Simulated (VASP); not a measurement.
An input for Ansatz (written as the equivalent of a VASP run, and not itself run):

Ansatz 0.2 input:
```yaml
crystal:
  lattice:
    - [3.3410923, 0.0000000, 0.0000000]
    - [0.0000000, 3.3410923, 0.0000000]
    - [0.0000000, 0.0000000, 3.3410923]
  atoms:
    - { symbol: Ag, position: [0.0000000, 0.0000000, 0.0000000] }
    - { symbol: As, position: [0.5000000, 0.5000000, 0.5000000] }
kpoints:
  mp_grid: { grid: [10, 10, 10] }
hamiltonian:
  xc: r2scan
  pseudopotentials: { kind: paw }
scf:
  occupations: { method: methfessel_paxton, width: 0.1 }
  max_iter: 100
relax:
  max_steps: 60
  f_tol: 0.01
  cell: {}
output: { forces: true, stress: true, eigenvalues: true }
```

Translate this input to VASP (INCAR, KPOINTS, POSCAR, choice of POTCAR).

Several could match; the one computed here: 
### POSCAR
```
AgAs
1.0
  3.3410923476   0.0000000000   0.0000000000
  0.0000000000   3.3410923476   0.0000000000
  0.0000000000   0.0000000000   3.3410923476
Ag As
1 1
Cart
  0.0000000000   0.0000000000   0.0000000000
  1.6705461738   1.6705461738   1.6705461738
```

### INCAR
```
SYSTEM  =  AgAs
PREC  =  Accurate; ENCUT  =  400; LREAL  =  F
LASPH  =  T
EDIFF  =  1E-6; NELM  =  100; ALGO  =  Normal
LMAXMIX  =  4; LMIXTAU  =  T
ISMEAR  =  1; SIGMA  =  0.1
METAGGA  =  R2SCAN
IBRION  =  2; NSW  =  60; ISIF  =  3
EDIFFG  =  -0.01
LWAVE  =  F; LCHARG  =  F
```

### KPOINTS
```
Automatic mesh
0
Gamma
10 10 10
0 0 0
```

POTCAR, in this order: Ag As (PBE.64 set). Program: vasp_std.

Limits of the translation: each code has its own PAW files, so the cut-off isn't converted (ENCUT is set for VASP's; basis.ecutwfc is left out, and Ansatz then takes the one that its files recommend); Ansatz stops its SCF on the density residual and VASP on the energy change (EDIFF).

The structure was generated: AgAs was put into the CsCl type (Pm-3m), which need not be its known phase. This run relaxes it. Symmetry was kept, so distortions that lower it aren't found. The start is the result of an earlier pass.
